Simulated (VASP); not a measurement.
The input files of a VASP run:

INCAR:
```
# general
SYSTEM  = FeSi
PREC    = Accurate
ENCUT   = 500   # plane-wave cut-off (eV)
LREAL   = F   # projection in real space or not
LASPH   = T   # aspherical one-centre terms

# electronic loop
EDIFF   = 1E-6
NELM    = 100
ALGO    = Normal   # blocked Davidson
LMAXMIX = 4   # l cut-off of mixed one-centre charges

# smearing
ISMEAR  = 0
SIGMA   = 0.05   # width (eV)

# functional
GGA     = PE

# ions
IBRION  = 2
NSW     = 40   # most ionic steps
ISIF    = 3   # ions, shape and volume
EDIFFG  = -0.02   # ionic stop
PSTRESS = 200   # kbar

# output
LWAVE   = F
LCHARG  = F
```

### KPOINTS
```
Automatic mesh
0
Gamma
5 5 5
0 0 0
```

### POSCAR
```
FeSi
1.0
  4.3367975659   0.0000000000   0.0000000000
  0.0000000000   4.3367975659   0.0000000000
  0.0000000000   0.0000000000   4.3367975659
Fe Si
4 4
Cart
  3.7326497873   2.7725465615   1.5642510044
  1.5642510044   3.7326497873   2.7725465615
  0.6041477786   0.6041477786   0.6041477786
  2.7725465615   1.5642510044   3.7326497873
  0.6846862827   1.4837125003   2.8530850656
  2.8530850656   0.6846862827   1.4837125003
  3.6521112832   3.6521112832   3.6521112832
  1.4837125003   2.8530850656   0.6846862827
```

POTCAR, in this order: Fe Si (PBE.64 set). Program: vasp_std.

Q: Translate this PBE calculation to Quantum ESPRESSO's pw.x.

A: One equivalent input (not run):
```
&CONTROL
  calculation = 'vc-relax'
  pseudo_dir = './pseudo'
  outdir = './out'
  tprnfor = .true.
  tstress = .true.
  nstep = 40
  forc_conv_thr = 0.00078
/
&SYSTEM
  ibrav = 0
  nat = 8
  ntyp = 2
  ecutwfc = 90
  occupations = 'smearing'
  smearing = 'gaussian'
  degauss = 0.003675
  input_dft = 'pbe'
/
&ELECTRONS
  conv_thr = 7.3e-08
  electron_maxstep = 100
/
&IONS
/
&CELL
  press = 200
/
ATOMIC_SPECIES
  Fe 55.845 Fe.upf
  Si 28.085 Si.upf
CELL_PARAMETERS angstrom
     4.3367976   -0.0000000    0.0000000
     0.0000000    4.3367976   -0.0000000
    -0.0000000    0.0000000    4.3367976
ATOMIC_POSITIONS crystal
  Fe   0.8606926  0.6393074  0.3606926
  Fe   0.3606926  0.8606926  0.6393074
  Fe   0.1393074  0.1393074  0.1393074
  Fe   0.6393074  0.3606926  0.8606926
  Si   0.1578783  0.3421217  0.6578783
  Si   0.6578783  0.1578783  0.3421217
  Si   0.8421217  0.8421217  0.8421217
  Si   0.3421217  0.6578783  0.1578783
K_POINTS automatic
  5 5 5 0 0 0
```
The two are equivalent in intent, not identical: the potentials are each code's own (VASP's PAW set, PseudoDojo norm-conserving files in pw.x), so ENCUT and ecutwfc are chosen apart and not converted; conv_thr bounds pw.x's estimated SCF error, while EDIFF bounds the energy change between steps; forc_conv_thr acts on force components and is met together with etot_conv_thr.

The compound is FeSi in the B20 structure. It was relaxed first under an external pressure of 20 GPa.
